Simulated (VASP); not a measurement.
Computed with HSE06 screened hybrid, VASP's PBE PAW potentials (set 64) (plane waves; VASP).

A VASP calculation is set up with these files.

KPOINTS:
```
Automatic mesh
0
Gamma
2 2 2
0 0 0
```

INCAR:
```
SYSTEM = Ba(MgP)2
PREC = Accurate; ENCUT = 400; LREAL = F
LASPH = T; ISYM = 3
EDIFF = 1E-6; NELM = 100; ALGO = Normal
LMAXMIX = 4
ISMEAR = 0; SIGMA = 0.05
GGA = PE; LHFCALC = T; AEXX = 0.25
HFSCREEN = 0.2; PRECFOCK = Fast
ISIF = 2
LWAVE = F; LCHARG = F
```

File POSCAR:
```
Ba(MgP)2
1
    4.3742800000     0.0000000000     0.0000000000
   -2.1871400000     3.7882380000     0.0000000000
    0.0000000000     0.0000000000     7.6266900000
Ba Mg P
1 2 2
Direct
  0.0000000000   0.0000000000   0.0000000000
  0.6666670000   0.3333330000   0.3781400000
  0.3333330000   0.6666670000   0.6218600000
  0.6666670000   0.3333330000   0.7212500000
  0.3333330000   0.6666670000   0.2787500000
```

POTCAR, in this order: Ba_sv Mg P (PBE.64 set). Program: vasp_std.

What does the run give for the energy per atom (σ→0), largest force?

The energy per atom (σ→0) is -4.439 eV/atom and the largest force is 0.107 eV/Å.

### OSZICAR
```
...
DAV:  16    -0.221927810015E+02   -0.42351E-04   -0.16033E-05   160   0.270E-02    0.330E-02
DAV:  17    -0.221928041773E+02   -0.23176E-04   -0.78204E-06   160   0.186E-02    0.235E-02
DAV:  18    -0.221928164850E+02   -0.12308E-04   -0.39437E-06   160   0.129E-02    0.167E-02
DAV:  19    -0.221928228530E+02   -0.63680E-05   -0.20185E-06   176   0.902E-03    0.117E-02
DAV:  20    -0.221928261223E+02   -0.32693E-05   -0.10373E-06   160   0.632E-03    0.821E-03
DAV:  21    -0.221928277569E+02   -0.16346E-05   -0.52280E-07   128   0.443E-03    0.552E-03
DAV:  22    -0.221928285668E+02   -0.80989E-06   -0.29019E-07   128   0.345E-03
   1 F= -.22192829E+02 E0= -.22192829E+02  d E =-.407629E-13
```

The structure comes from a computed database's BaMg2P2 entry (P-3m1); how it stands against other phases isn't given here. The cell was not relaxed at this level. The k-mesh is coarse (spacing up to 0.83 per Å, 2π included), so the numbers may not be converged in it.
